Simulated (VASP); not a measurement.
Input:

```xyz
2
Lattice="0.0000 2.4236 2.4236 2.4236 0.0000 2.4236 2.4236 2.4236 0.0000" Properties=species:S:1:pos:R:3 pbc="T T T"
B      0.0000     0.0000     0.0000
As     1.2118     1.2118     1.2118
```

The numbers are results of RPBE GGA, VASP's PBE PAW potentials (set 64) (plane waves; VASP 6.6.1), not measurements. Settings: 520 eV cut-off, 9×9×9 Γ-centred mesh, Gaussian smearing of 0.050 eV, potentials B As.

What does the run give for the energy per atom (σ→0)?

The energy per atom (σ→0) comes out as -5.374 eV/atom.

Only differences to runs with the same potentials and settings are physical.

The compound is BAs in the zinc blende structure. It was relaxed first. The start is the result of an earlier pass.
